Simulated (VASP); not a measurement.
Output of a VASP run:

OUTCAR:
```
 ion  position               nearest neighbor table
   1  0.000  0.000  0.000-   3 2.97   4 2.97   5 2.97   3 2.97   4 2.97   4 2.97   5 2.97   4 2.97
                             3 2.97   5 2.97   3 2.97   5 2.97   2 3.63   2 3.63   2 3.63   2 3.63
   2  0.500  0.500  0.500-   3 2.10   4 2.10   5 2.10   5 2.10   3 2.10   4 2.10   1 3.63   1 3.63
                             1 3.63   1 3.63   1 3.63   1 3.63   1 3.63   1 3.63
   3  0.500  0.000  0.500-   2 2.10   2 2.10   1 2.97   1 2.97   1 2.97   1 2.97
   4  0.000  0.500  0.500-   2 2.10   2 2.10   1 2.97   1 2.97   1 2.97   1 2.97
   5  0.500  0.500  0.000-   2 2.10   2 2.10   1 2.97   1 2.97   1 2.97   1 2.97
  LATTYP: Found a simple cubic cell.
 ALAT       =     4.1968684552
 Subroutine PRICEL returns:
 Original cell was already a primitive cell.
 Subroutine GETGRP returns: Found 48 space group operations
The static configuration has the point symmetry O_h .
The dynamic configuration has the point symmetry O_h .
 Subroutine INISYM returns: Found 48 space group operations
 Subroutine IBZKPT returns following result:
 Found     20 irreducible k-points:

 Following reciprocal coordinates:
            Coordinates               Weight
  0.000000  0.000000  0.000000      1.000000
  0.166667  0.000000  0.000000      6.000000
  0.333333  0.000000  0.000000      6.000000
  0.500000  0.000000  0.000000      3.000000
  0.166667  0.166667  0.000000     12.000000
  0.333333  0.166667  0.000000     24.000000
  0.500000  0.166667  0.000000     12.000000
  0.333333  0.333333  0.000000     12.000000
  0.500000  0.333333  0.000000     12.000000
  0.500000  0.500000  0.000000      3.000000
  0.166667  0.166667  0.166667      8.000000
  0.333333  0.166667  0.166667     24.000000
  0.500000  0.166667  0.166667     12.000000
  0.333333  0.333333  0.166667     24.000000
  0.500000  0.333333  0.166667     24.000000
  0.500000  0.500000  0.166667      6.000000
  0.333333  0.333333  0.333333      8.000000
  0.500000  0.333333  0.333333     12.000000
  0.500000  0.500000  0.333333      6.000000
  0.500000  0.500000  0.500000      1.000000
   k-points           NKPTS =     20   k-points in BZ     NKDIM =     20   number of bands    NBANDS=     24
   number of dos      NEDOS =    601   number of ions     NIONS =      5
   total plane-waves  NPLWV =  32768
   dimension x,y,z NGX =    32 NGY =   32 NGZ =   32
   dimension x,y,z NGXF=    64 NGYF=   64 NGZF=   64
   ions per type =               1   1   3
   PREC   = accura    normal or accurate (medium, high low for compatibility)
   ISTART =      0    job   : 0-new  1-cont  2-samecut
   ICHARG =      2    charge: 1-file 2-atom 10-const
   ISPIN  =      1    spin polarized calculation?
   LNONCOLLINEAR =      F non collinear calculations
   LSORBIT =      F    spin-orbit coupling
   INIWAV =      1    electr: 0-lowe 1-rand  2-diag
   ENCUT  =  520.0 eV  38.22 Ry    6.18 a.u.   7.80  7.80  7.80*2*pi/ulx,y,z
   NELM   =    100;   NELMIN=  2; NELMDL= -5     # of ELM steps
   EDIFF  = 0.1E-06   stopping-criterion for ELM
   LREAL  =      F    real-space projection
   NLSPLINE    = F    spline interpolate recip. space projectors
   LMAXMIX     =    4 max onsite mixed and CHGCAR
   VOSKOWN=      0    Vosko Wilk Nusair interpolation
   EDIFFG = 0.1E-05   stopping-criterion for IOM
   NSW    =      0    number of steps for IOM
   NBLOCK =      1;   KBLOCK =      1    inner block; outer block
   IBRION =     -1    ionic relax: 0-MD 1-quasi-New 2-CG
   NFREE  =      0    steps in history (QN), initial steepest desc. (CG)
   ISIF   =      2    stress and relaxation
   ISYM   =      2    0-nonsym 1-usesym 2-fastsym
   TEIN   =    0.0    initial temperature
   TEBEG  =    0.0;   TEEND  =   0.0 temperature during run
   SMASS  =  -3.00    Nose mass-parameter (am)
   PSTRESS=    0.0 pullay stress
   NELECT =      40.0000    total number of electrons
   EFERMI =   0.00;   METHOD = LEGACY
   ISMEAR =    -5;   SIGMA  =   0.20  broadening in eV -4-tet -1-fermi 0-gaus
   IALGO  =     38    algorithm
   LDIAG  =      T    sub-space diagonalisation (order eigenvalues)
   IMIX   =      4    mixing-type and parameters
     AMIX     =   0.40;   BMIX     =  1.00
     AMIX_MAG =   1.60;   BMIX_MAG =  1.00
...
```

**OSZICAR**
```
       N       E                     dE             d eps       ncg     rms          rms(c)
DAV:   1     0.329028070462E+03    0.32903E+03   -0.22201E+04   960   0.163E+03
DAV:   2    -0.277072499890E+02   -0.35674E+03   -0.35205E+03  1232   0.393E+02
DAV:   3    -0.487400225546E+02   -0.21033E+02   -0.21014E+02  1640   0.946E+01
DAV:   4    -0.492010961166E+02   -0.46107E+00   -0.46097E+00  1280   0.116E+01
DAV:   5    -0.492118293767E+02   -0.10733E-01   -0.10733E-01  1456   0.129E+00    0.303E+01
DAV:   6    -0.425481348077E+02    0.66637E+01   -0.42131E+01  1232   0.416E+01    0.140E+01
DAV:   7    -0.424787026264E+02    0.69432E-01   -0.31657E+00  1400   0.103E+01    0.793E+00
DAV:   8    -0.424524294862E+02    0.26273E-01   -0.29535E-01  1296   0.446E+00    0.658E-01
DAV:   9    -0.424519228887E+02    0.50660E-03   -0.44784E-02  1352   0.127E+00    0.444E-01
DAV:  10    -0.424533624247E+02   -0.14395E-02   -0.13534E-02  1344   0.105E+00    0.212E-01
DAV:  11    -0.424530735743E+02    0.28885E-03   -0.16197E-03  1200   0.366E-01    0.332E-02
DAV:  12    -0.424531289905E+02   -0.55416E-04   -0.15189E-04  1216   0.928E-02    0.376E-02
DAV:  13    -0.424531288834E+02    0.10703E-06   -0.14787E-05  1448   0.308E-02    0.418E-03
DAV:  14    -0.424531296738E+02   -0.79034E-06   -0.28542E-06  1200   0.137E-02    0.176E-03
DAV:  15    -0.424531296462E+02    0.27597E-07   -0.14332E-07   984   0.343E-03
   1 F= -.42453130E+02 E0= -.42453130E+02  d E =0.000000E+00
```

OUTCAR:
```
------------------------ aborting loop because EDIFF is reached ----------------------------------------
  FORCE on cell =-STRESS in cart. coord.  units (eV):
  Direction    XX          YY          ZZ          XY          YZ          ZX
  --------------------------------------------------------------------------------------
  Total       -0.0427442     -0.0427442     -0.0427442      0.0000000      0.0000000      0.0000000
  in kB       -0.9264275     -0.9264275     -0.9264275      0.0000000      0.0000000      0.0000000
  external PRESSURE =      -0.9264275 kB  Pullay stress =       0.0000000 kB
  volume of cell :       73.92
      direct lattice vectors                 reciprocal lattice vectors
     4.196868455  0.000000000  0.000000000     0.238272896  0.000000000  0.000000000
     0.000000000  4.196868455  0.000000000     0.000000000  0.238272896  0.000000000
     0.000000000  0.000000000  4.196868455     0.000000000  0.000000000  0.238272896
 POSITION                                       TOTAL-FORCE (eV/Angst)
 -----------------------------------------------------------------------------------
      0.00000      0.00000      0.00000         0.000000      0.000000      0.000000
      2.09843      2.09843      2.09843         0.000000      0.000000      0.000000
      2.09843      0.00000      2.09843         0.000000      0.000000      0.000000
      0.00000      2.09843      2.09843         0.000000      0.000000      0.000000
      2.09843      2.09843      0.00000         0.000000      0.000000      0.000000
 -----------------------------------------------------------------------------------
    total drift:                                0.000000     -0.000000     -0.000000
  FREE ENERGIE OF THE ION-ELECTRON SYSTEM (eV)
  ---------------------------------------------------
  free  energy   TOTEN  =       -42.4531296462 eV

  energy  without entropy=      -42.4531296462  energy(sigma->0) =      -42.45312965

 total charge

# of ion       s       p       d       tot
------------------------------------------
    1        1.995   5.624   0.270   7.889
    2        2.202   6.086   1.443   9.731
    3        1.558   3.469   0.000   5.027
    4        1.558   3.469   0.000   5.027
    5        1.558   3.469   0.000   5.027
--------------------------------------------------
tot          8.871  22.117   1.713  32.702

 Electric field gradients after diagonalization (V/A^2)
 (convention: |V_zz| > |V_xx| > |V_yy|)
----------------------------------------------------------------------
 ion       V_xx      V_yy      V_zz     asymmetry (V_yy - V_xx)/ V_zz
----------------------------------------------------------------------
   1      -0.000     0.000    -0.000      -1.193
   2      -0.000     0.000     0.000       0.731
   3       7.192     7.192   -14.384       0.000
   4       7.192     7.192   -14.384       0.000
   5       7.192     7.192   -14.384       0.000
```
(Selected blocks of OUTCAR.)

POSCAR:
```
BaZrO3
1
    4.1968684552     0.0000000000     0.0000000000
    0.0000000000     4.1968684552     0.0000000000
    0.0000000000     0.0000000000     4.1968684552
Ba Zr O
1 1 3
Direct
  0.0000000000   0.0000000000   0.0000000000
  0.5000000000   0.5000000000   0.5000000000
  0.5000000000   0.0000000000   0.5000000000
  0.0000000000   0.5000000000   0.5000000000
  0.5000000000   0.5000000000   0.0000000000
```

Q: Reconstruct the remaining input files.

A: One answer among several that fit: the input of the run itself, AM05 GGA, plane waves, VASP's PBE PAW potentials (set 64).

KPOINTS:
```
Automatic mesh
0
Gamma
6 6 6
0 0 0
```

**INCAR**
```
ALGO=Normal
EDIFF=1E-7
ENCUT=520
GGA=AM
ISIF=2
ISMEAR=-5
LASPH=.True.
LCHARG=.True.
LEFG=.True.
LMAXMIX=4
LORBIT=11
LREAL=.False.
LWAVE=.False.
NEDOS=601
NELM=100
PREC=Accurate
SYSTEM=BaZrO3
```

POTCAR, in this order: Ba_sv Zr_sv O (PBE.64 set). Program: vasp_std.

The compound is BaZrO3 in the cubic perovskite structure. It was relaxed first.
